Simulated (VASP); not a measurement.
An input for Quantum ESPRESSO's pw.x (written as the equivalent of a VASP run, and not itself run):

```
&CONTROL
  calculation = 'vc-relax'
  pseudo_dir = './pseudo'
  outdir = './out'
  tprnfor = .true.
  tstress = .true.
  nstep = 60
  forc_conv_thr = 0.00078
/
&SYSTEM
  ibrav = 0
  nat = 8
  ntyp = 2
  ecutwfc = 84
  occupations = 'smearing'
  smearing = 'gaussian'
  degauss = 0.003675
  input_dft = 'pbesol'
/
&ELECTRONS
  conv_thr = 7.3e-08
  electron_maxstep = 100
/
&IONS
/
&CELL
/
ATOMIC_SPECIES
  W 183.840 W.upf
  O 15.999 O.upf
CELL_PARAMETERS angstrom
     5.3347813    0.0000000    0.0000000
     0.0000000    5.3347813   -0.0000000
    -0.0000000    0.0000000    3.9196065
ATOMIC_POSITIONS crystal
  W    0.5000000  1.0000000  0.9395648
  W    1.0000000  0.5000000  0.0604352
  O    0.5000000  0.0000000  0.4879438
  O    0.0000000  0.5000000  0.5120562
  O    0.2500000  0.2500000  0.0000000
  O    0.2500000  0.7500000  0.0000000
  O    0.7500000  0.7500000  0.0000000
  O    0.7500000  0.2500000  0.0000000
K_POINTS automatic
  4 4 5 0 0 0
```

Translate this input to VASP (INCAR, KPOINTS, POSCAR, choice of POTCAR).

This is not unique; one that fits is 
**INCAR**
```
ENCUT=520
SIGMA=0.05
GGA=PS   # PBEsol
EDIFFG=-0.02
NSW=60   # most ionic steps
IBRION=2   # conjugate gradients
LASPH=.True.
EDIFF=1E-6   # SCF stop (eV)
PREC=Accurate
LREAL=.False.
LMAXMIX=6   # l cut-off of mixed one-centre charges
ISIF=3   # ions, shape and volume
ALGO=Normal
SYSTEM=WO3
LCHARG=.False.
ISMEAR=0   # Gaussian
NELM=100   # most electronic steps
LWAVE=.False.
```

POSCAR:
```
WO3
1
    5.3347813486     0.0000000000     0.0000000000
    0.0000000000     5.3347813486    -0.0000000000
   -0.0000000000     0.0000000000     3.9196065298
W O
2 6
Direct
  0.5000000000   1.0000000000   0.9395648363
  1.0000000000   0.5000000000   0.0604351637
  0.5000000000   0.0000000000   0.4879437895
  0.0000000000   0.5000000000   0.5120562105
  0.2500000000   0.2500000000   0.0000000000
  0.2500000000   0.7500000000   0.0000000000
  0.7500000000   0.7500000000   0.0000000000
  0.7500000000   0.2500000000   0.0000000000
```

### KPOINTS
```
Regular mesh
0
gamma
  4 4 5
0 0 0
```

POTCAR, in this order: W_sv O (PBE.64 set). Program: vasp_std.

Limits of the translation: the potentials are each code's own (VASP's PAW set, PseudoDojo norm-conserving files in pw.x), so ENCUT and ecutwfc are chosen apart and not converted; conv_thr bounds pw.x's estimated SCF error, while EDIFF bounds the energy change between steps; forc_conv_thr acts on force components and is met together with etot_conv_thr.

The structure comes from a computed database's WO3 entry (P4/nmm); how it stands against other phases isn't given here. This run relaxes it. Symmetry was kept, so distortions that lower it aren't found. The start is the result of an earlier pass.
